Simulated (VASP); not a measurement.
The system is Ga3Sb.

```
CELL_PARAMETERS angstrom
3.49223 0.00000 0.00000
0.00000 3.49223 0.00000
0.00000 0.00000 8.84859
ATOMIC_POSITIONS crystal
Ga 0.50000 0.50000 0.76619
Ga 0.00000 0.00000 0.50000
Ga 0.50000 0.50000 0.23381
Sb 0.00000 0.00000 0.00000
```

The cell was built by a generator and needn't be a form met in nature.

```yaml
Program: VASP 6.6.1
Task: relaxation of cell and atoms
Functional: PBE
Potentials_or_basis: VASP PAW PBE potentials, release 64 (Ga_d, Sb)
Cutoff: 520 eV
k_mesh: 6 × 6 × 3
Occupations: gaussian, width 0.15 eV
Spin: no spin polarisation
```

At the start: pressure -4.7 GPa; volume 26.98 Å³/atom.

Q: How do energy, volume and symmetry change on relaxing?

A: Over 13 steps the energy falls by 120.4 meV/atom and the volume is 21.62 Å³/atom (-19.8 %); space group P4/mmm (No. 123, to 0.05 Å).

Step by step:
| step | energy change (eV) | largest force (eV/Å) | pressure (GPa) | volume (Å³) |
| --- | --- | --- | --- | --- |
| 1 | 0.0000 | 0.0739 | -4.69 | 107.91 |
| 2 | -0.2581 | 0.2707 | -1.88 | 96.04 |
| 3 | -0.2967 | 0.4284 | 0.12 | 90.70 |
| 4 | -0.3232 | 0.3824 | -0.64 | 90.22 |
| 5 | -0.3880 | 0.2995 | 0.57 | 88.76 |
| 6 | -0.4780 | 0.0865 | 0.69 | 85.62 |
| 7 | -0.1980 | 0.7958 | 5.52 | 78.52 |
| 8 | -0.4720 | 0.1964 | 1.00 | 85.10 |
| 9 | -0.4186 | 0.1300 | 2.52 | 81.93 |
| 10 | -0.4623 | 0.0648 | 2.18 | 83.90 |
| 11 | -0.4712 | 0.1788 | 2.28 | 84.55 |
| 12 | -0.4819 | 0.0452 | 1.07 | 86.20 |
| 13 | -0.4818 | 0.0650 | -0.22 | 86.50 |

Final structure:
```
Ga Sb
1.0
     3.44426    0.00000    0.00000
     0.00000    3.44426    0.00000
     0.00000    0.00000    7.29143
Ga Sb
3 1
Direct
  0.50000 0.50000 0.73242
  0.00000 0.00000 0.50000
  0.50000 0.50000 0.26758
  0.00000 0.00000 0.00000
```

Caveat: the volume moved by over 15 % at a fixed basis, so the end points are rough.
